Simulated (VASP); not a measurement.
Input for VASP

### KPOINTS
```
K-points
0
G
7 7 7
0 0 0
```

**POSCAR**
```
Al3Sc
1
    4.1000000000     0.0000000000     0.0000000000
    0.0000000000     4.1000000000     0.0000000000
    0.0000000000     0.0000000000     4.1000000000
Sc Al
1 3
Direct
  0.0000000000   0.0000000000   0.0000000000
  0.0000000000   0.5000000000   0.5000000000
  0.5000000000   0.0000000000   0.5000000000
  0.5000000000   0.5000000000   0.0000000000
```

### INCAR
```
ALGO=Normal
EDIFF=1E-6
ENCUT=400
GGA=PE
ISIF=2
ISMEAR=1
LASPH=.TRUE.
LCHARG=.FALSE.
LMAXMIX=4
LREAL=.FALSE.
LWAVE=.FALSE.
NBANDS=11
NELM=100
PREC=Accurate
SIGMA=0.1
SYSTEM=Al3Sc
```

POTCAR, in this order: Sc_sv Al (PBE.64 set). Program: vasp_std.

### Question
Translate this PBE calculation to Quantum ESPRESSO's pw.x.

### Answer
One equivalent input (not run):
```
&CONTROL
  calculation = 'scf'
  pseudo_dir = './pseudo'
  outdir = './out'
  tprnfor = .true.
  tstress = .true.
/
&SYSTEM
  ibrav = 0
  nat = 4
  ntyp = 2
  ecutwfc = 78
  occupations = 'smearing'
  smearing = 'methfessel-paxton'
  degauss = 0.00735
  input_dft = 'pbe'
/
&ELECTRONS
  conv_thr = 7.3e-08
  electron_maxstep = 100
/
ATOMIC_SPECIES
  Sc 44.956 Sc.upf
  Al 26.982 Al.upf
CELL_PARAMETERS angstrom
     4.1000000    0.0000000    0.0000000
     0.0000000    4.1000000    0.0000000
     0.0000000    0.0000000    4.1000000
ATOMIC_POSITIONS crystal
  Sc   0.0000000  0.0000000  0.0000000
  Al   0.0000000  0.5000000  0.5000000
  Al   0.5000000  0.0000000  0.5000000
  Al   0.5000000  0.5000000  0.0000000
K_POINTS automatic
  7 7 7 0 0 0
```
The two are equivalent in intent, not identical: the potentials are each code's own (VASP's PAW set, PseudoDojo norm-conserving files in pw.x), so ENCUT and ecutwfc are chosen apart and not converted; conv_thr bounds pw.x's estimated SCF error, while EDIFF bounds the energy change between steps; the number of bands isn't carried over, since the valence differs with the files.

The compound is Al3Sc in the L1_2 structure. The cell was not relaxed at this level. The run is one of a series of settings (NBANDS = 11 against the base run), some of them coarse on purpose.
